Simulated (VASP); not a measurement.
Given:

```
GaSb
1.0
    0.00000     3.10240     3.10240
    3.10240     0.00000     3.10240
    3.10240     3.10240     0.00000
Ga Sb
1 1
Cartesian
  0.00000   0.00000   0.00000
  1.55120   1.55120   1.55120
```

These are optB88-vdW, VASP's PBE PAW potentials (set 64) (plane waves; VASP 6.6.1) values and carry that method's errors. Settings: 520 eV cut-off, 9×9×9 Γ-centred mesh, first-order Methfessel-Paxton smearing of 0.10 eV, potentials Ga_d Sb.

Unless said otherwise, spin-orbit coupling is left out, though it shifts the bands of the heavy elements here.

Task: What does the run give for the energy per atom (σ→0), band gap (on the k-mesh) with the smallest direct gap where there is one?

Result: 
```yaml
band gap (on the k-mesh): none (metal, semimetal or under 0.01 eV)
energy per atom (σ→0): -0.940 eV/atom
```

The compound is GaSb in the zinc blende structure. It was relaxed first, which changed the volume by +5 %. The start is the result of an earlier pass.
